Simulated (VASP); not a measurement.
VASP ran on this input.

INCAR:
```
# general
SYSTEM  =  AlP
PREC    =  Accurate
ENCUT   =  400
LREAL   =  .FALSE.
LASPH   =  .TRUE.

# electronic loop
EDIFF   =  1E-6
NELM    =  100
ALGO    =  Normal
IMIX    =  1
AMIX    =  1.0
BMIX    =  0.0001

# smearing
ISMEAR  =  0
SIGMA   =  0.05

# functional
GGA     =  PE

# ions
ISIF    =  2

# output
LWAVE   =  .FALSE.
LCHARG  =  .FALSE.
```

File POSCAR:
```
AlP
3.9380190
  0.0000000000   0.7071067966   0.7071067966
  0.7071067966   0.0000000000   0.7071067966
  0.7071067966   0.7071067966   0.0000000000
Al P
1 1
Cart
  0.0000000000   0.0000000000   0.0000000000
  0.3535533983   0.3535533983   0.3535533983
```

KPOINTS:
```
Automatic mesh
0
Gamma
7 7 7
0 0 0
```

POTCAR, in this order: Al P (PBE.64 set). Program: vasp_std.

**Question.** Translate this PBE calculation to Quantum ESPRESSO's pw.x.

**Answer.** One equivalent input (not run):
```
&CONTROL
  calculation = 'scf'
  pseudo_dir = './pseudo'
  outdir = './out'
  tprnfor = .true.
  tstress = .true.
/
&SYSTEM
  ibrav = 0
  nat = 2
  ntyp = 2
  ecutwfc = 44
  occupations = 'smearing'
  smearing = 'gaussian'
  degauss = 0.003675
  input_dft = 'pbe'
/
&ELECTRONS
  conv_thr = 7.3e-08
  electron_maxstep = 100
/
ATOMIC_SPECIES
  Al 26.982 Al.upf
  P 30.974 P.upf
CELL_PARAMETERS angstrom
     0.0000000    2.7846000    2.7846000
     2.7846000    0.0000000    2.7846000
     2.7846000    2.7846000    0.0000000
ATOMIC_POSITIONS crystal
  Al   0.0000000  0.0000000  0.0000000
  P    0.2500000  0.2500000  0.2500000
K_POINTS automatic
  7 7 7 0 0 0
```
The two are equivalent in intent, not identical: the potentials are each code's own (VASP's PAW set, PseudoDojo norm-conserving files in pw.x), so ENCUT and ecutwfc are chosen apart and not converted; conv_thr bounds pw.x's estimated SCF error, while EDIFF bounds the energy change between steps.

The compound is AlP in the zinc blende structure. The cell was not relaxed at this level. The run is one of a series of settings (AMIX = 1.0, BMIX = 0.0001, IMIX = 1 against the base run), some of them coarse on purpose.
